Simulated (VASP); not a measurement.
Here is a VASP 6.6.1 calculation.

File INCAR:

```
PREC = Accurate
ENCUT = 600
EDIFF = 1E-7
ISMEAR = 0
SIGMA = 0.1
LREAL = F
LASPH = T
NELM = 60
ALGO = Normal
ISIF = 3
LWAVE = F
LCHARG = F
METAGGA = R2SCAN
LMIXTAU = T
IBRION = 2
NSW = 80
EDIFFG = -0.004
```

KPOINTS

```
regular mesh
0
Gamma
  6 6 6
```

Contents of POSCAR:

```
GeRh
1.0
    4.9083890300      0.0000000000      0.0000000000
    0.0000000000      4.9083890300      0.0000000000
    0.0000000000      0.0000000000      4.9083890300
Ge Rh
4 4
Direct
    0.1662818700      0.3337181300      0.6662818700
    0.3337181300      0.6662818700      0.1662818700
    0.6662818700      0.1662818700      0.3337181300
    0.8337181300      0.8337181300      0.8337181300
    0.8822094400      0.6177905600      0.3822094400
    0.6177905600      0.3822094400      0.8822094400
    0.3822094400      0.8822094400      0.6177905600
    0.1177905600      0.1177905600      0.1177905600
```

Potentials or basis: VASP PAW PBE potentials, release 64 (Ge_d, Rh_pv).

The run is started by

```console
$ cat potpaw_PBE.64/Ge_d/POTCAR potpaw_PBE.64/Rh_pv/POTCAR > POTCAR
$ mpirun -np 1 vasp_std > vasp.out
```

(1) What does it give for the relaxed cell?

(2) What does it give for the relaxed volume?

Answers

(1) a = 4.907 Å, b = 4.907 Å, c = 4.907 Å, α = 90.00°, β = 90.00°, γ = 90.00°.

(2) 14.77 Å³/atom.

Caveat: the PAW data sets were made with another functional, which shifts forces and pressure a little.
